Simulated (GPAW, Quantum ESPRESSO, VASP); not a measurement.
**One structure in several programs: CaC2 (P-1, 6 atoms in the cell)**

Self-consistent single point.

```yaml
crystal:
  lattice:
    - [3.87625, 0.00000, 0.00000]
    - [1.84964, 3.53935, 0.00000]
    - [0.41179, 1.00694, 7.21993]
  atoms:
    - { symbol: Ca, position: [0.22555, 0.98060, 0.75247] }
    - { symbol: Ca, position: [0.77445, 0.01940, 0.24753] }
    - { symbol: C, position: [0.13145, 0.40051, 0.06016] }
    - { symbol: C, position: [0.86855, 0.59949, 0.93984] }
    - { symbol: C, position: [0.44816, 0.63441, 0.43396] }
    - { symbol: C, position: [0.55184, 0.36559, 0.56604] }
```

All programs got the same cell, k-point mesh and kind of occupations (some realise fixed ones as a very narrow smearing) (in Quantum ESPRESSO's words: occupations = fixed; K_POINTS = automatic 7 6 3 0 0 0); potentials, basis and cutoffs are each program's usual ones.

```csv
code,model,pressure (GPa),largest force (eV/Å),gap on the mesh (eV),cutoff
Quantum ESPRESSO,"LDA (PZ), GBRV 1.5 ultrasoft (LDA) pseudopotentials",-5.53,0.214,2.422,40 Ry
VASP,"LDA (PZ), VASP's LDA PAW potentials (set 64)",-6.02,0.261,2.402,400 eV
GPAW,"LDA (Perdew-Wang 92), GPAW PAW datasets LDA (gpaw-data 1.0.1)",–,0.325,2.422,900 eV
```

Size of the force on each atom (eV/Å): Sizes of forces hide their directions.

```csv
code,Ca1,Ca2,C3,C4,C5,C6
Quantum ESPRESSO,0.081,0.081,0.214,0.214,0.195,0.195
VASP,0.074,0.074,0.261,0.261,0.246,0.246
GPAW,0.070,0.070,0.325,0.325,0.309,0.309
```

A dash marks a value that a program does not give, or that is left out as unsure.

Gaps are read on the mesh.

The spread over the programs that give each value: pressure within 0.49 GPa; largest force within 0.111 eV/Å; gap on the mesh within 0.020 eV.

The starting cell comes from a database of computed structures (which also holds hypothetical and non-ambient phases and stackings), without a prior relaxation at this level. Its lattice was rescaled by a random factor within 2.5 % of one. On Quantum ESPRESSO's run: In the base run, with a pressure of about -6 GPa the cell is away from its equilibrium volume at this level.

Question: Why do the programs differ, and what cannot be compared?

Answer: Differences of this kind can come from the potentials, where these differ, and from what each basis and cutoff leave unconverged. The zero of total energies and Fermi levels follows the potentials and each program's conventions, so they are not compared here. The pressure of GPAW is left out: its cutoff lies under the one at which its stress was checked.

VASP's run is marked for a possible Pulay error in its stress at this cutoff; no cutoff test was made.

VASP ran the fixed occupations as a Gaussian smearing of 0.01 eV.

Left out of this page: Ansatz, ABINIT, CP2K, FLEUR and SIESTA (not drawn, or without a comparable value).
